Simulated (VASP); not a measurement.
Input for VASP

POSCAR:
```
CrO2
1
    4.3849960988     0.0000000000     0.0000000000
    0.0000000000     4.3849960988     0.0000000000
    0.0000000000     0.0000000000     2.8863741325
Cr O
2 4
Direct
  1.0000000000   0.0000000000   0.0000000000
  0.5000000000   0.5000000000   0.5000000000
  0.3032932125   0.3032932125   0.0000000000
  0.8032932125   0.1967067875   0.5000000000
  0.1967067875   0.8032932125   0.5000000000
  0.6967067875   0.6967067875   0.0000000000
```

**KPOINTS**
```
Automatic mesh
0
Gamma
7 7 10
0 0 0
```

**INCAR**
```
SYSTEM  =  CrO2
PREC  =  Accurate; ENCUT  =  520; LREAL  =  F
LASPH  =  T
EDIFF  =  1E-7; NELM  =  100; ALGO  =  Normal
LMAXMIX  =  4
ISMEAR  =  1; SIGMA  =  0.1
GGA  =  PE; IVDW  =  11
MAGMOM  =  2.1 2.1 -0.1 -0.1 -0.1 -0.1
ISPIN  =  2
IBRION  =  2; NSW  =  30; ISIF  =  4
EDIFFG  =  -0.01
LWAVE  =  F; LCHARG  =  F; LORBIT  =  10
```

POTCAR, in this order: Cr_pv O (PBE.64 set). Program: vasp_std.

Write an equivalent input for Quantum ESPRESSO's pw.x.

One equivalent input (not run):
```
&CONTROL
  calculation = 'vc-relax'
  pseudo_dir = './pseudo'
  outdir = './out'
  tprnfor = .true.
  tstress = .true.
  nstep = 30
  forc_conv_thr = 0.00039
/
&SYSTEM
  ibrav = 0
  nat = 6
  ntyp = 2
  ecutwfc = 94
  occupations = 'smearing'
  smearing = 'methfessel-paxton'
  degauss = 0.00735
  input_dft = 'pbe'
  vdw_corr = 'grimme-d3'
  dftd3_version = 3
  dftd3_threebody = .false.
  nspin = 2
  starting_magnetization(1) = 0.21
  starting_magnetization(2) = -0.01
/
&ELECTRONS
  conv_thr = 7.3e-09
  electron_maxstep = 100
/
&IONS
/
&CELL
  cell_dofree = 'shape'
/
ATOMIC_SPECIES
  Cr 51.996 Cr.upf
  O 15.999 O.upf
CELL_PARAMETERS angstrom
     4.3849961    0.0000000    0.0000000
     0.0000000    4.3849961    0.0000000
     0.0000000    0.0000000    2.8863741
ATOMIC_POSITIONS crystal
  Cr   1.0000000  0.0000000  0.0000000
  Cr   0.5000000  0.5000000  0.5000000
  O    0.3032932  0.3032932  0.0000000
  O    0.8032932  0.1967068  0.5000000
  O    0.1967068  0.8032932  0.5000000
  O    0.6967068  0.6967068  0.0000000
K_POINTS automatic
  7 7 10 0 0 0
```
What does not carry over: the potentials are each code's own (VASP's PAW set, PseudoDojo norm-conserving files in pw.x), so ENCUT and ecutwfc are chosen apart and not converted; conv_thr bounds pw.x's estimated SCF error, while EDIFF bounds the energy change between steps; starting_magnetization is a fraction of the valence charge and MAGMOM a moment in μB, so they match only roughly; forc_conv_thr acts on force components and is met together with etot_conv_thr.

The compound is CrO2 in the rutile structure. This cell is one point of a volume scan, at 0.97 of the reference volume. Symmetry was kept, so distortions that lower it aren't found.
